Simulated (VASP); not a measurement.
CrCo, 2 atoms in the cell. The structure is cubic, space group F-43m (No. 216). Conventional cell: a = 4.650 Å, b = 4.650 Å, c = 4.650 Å, α = 90.00°, β = 90.00°, γ = 90.00°. Cr (site symmetry -43m) is surrounded by 4 Co at 2.01 Å. Around Co (site symmetry -43m) lie 4 Cr at 2.01 Å. The cell was built by a generator and needn't be a form met in nature.

| Quantity | Value |
| --- | --- |
| Program | VASP 6.6.1 |
| Task | relaxation of cell and atoms |
| Functional | TPSS |
| Potentials or basis | VASP PAW PBE potentials, release 64 (Cr_pv, Co) |
| Cutoff | 600 eV |
| k mesh | 10 × 10 × 10 |
| Occupations | methfessel-paxton, width 0.1 eV |
| Spin | collinear spin, ferromagnetic start |
| Starting moments | [3.0, 2.0] μB |
| Further INCAR settings | ALGO = Normal; EDIFF = 1e-06; IBRION = 2; EDIFFG = -0.01; NSW = 60; ISIF = 3 |

Potentials or basis: VASP PAW PBE potentials, release 64 (Cr_pv, Co).

Launch:

```bash
$ cat potpaw_PBE.64/Cr_pv/POTCAR potpaw_PBE.64/Co/POTCAR > POTCAR
$ mpirun -np 1 vasp_std > vasp.out
```

Hardware: 1 thread of Intel(R) Xeon(R) Platinum 8375C CPU @ 2.90GHz (Ice Lake), on a shared host.

**Question.** Estimate the wall time of this run.

**Answer.** Wall time 17 min on 1 thread of Intel(R) Xeon(R) Platinum 8375C CPU @ 2.90GHz (Ice Lake), with other jobs on the host, peak memory 0.23 GiB. Counts: scf iterations 88, k points 47, ion steps 6.
